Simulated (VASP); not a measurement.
Here is the system:

```
CELL_PARAMETERS angstrom
      0.00000     2.49107     2.49107
      2.49107     0.00000     2.49107
      2.49107     2.49107     0.00000
ATOMIC_POSITIONS crystal
  Hf 0.00000 0.00000 0.00000
  O  0.25000 0.25000 0.25000
  O  0.75000 0.75000 0.75000
```

Method: LDA (Ceperley-Alder, Perdew-Zunger), VASP's LDA PAW potentials (set 64) (plane waves; VASP). Numerical set-up: 520 eV cut-off, 8×8×8 Γ-centred mesh, Gaussian smearing of 0.050 eV, potentials Hf_pv O.

Unless said otherwise, spin-orbit coupling is left out, though it shifts the bands of the heavy elements here.

Q: Estimate the energy per atom (σ→0), band gap (on the k-mesh) with the smallest direct gap where there is one.

A: 
| Property | Value |
|---|---|
| band gap (on the k-mesh) | 3.73 eV |
| smallest direct gap (on the k-mesh) | 3.73 eV |
| energy per atom (σ→0) | -11.024 eV/atom |

The absolute energy has meaning only against runs of the same code, potentials and settings.

The compound is HfO2 in the fluorite structure, the high-temperature cubic form, which is unstable at 0 K; the monoclinic form is the stable one. It was relaxed first, which changed the volume by -6 %. The start is the result of an earlier pass.
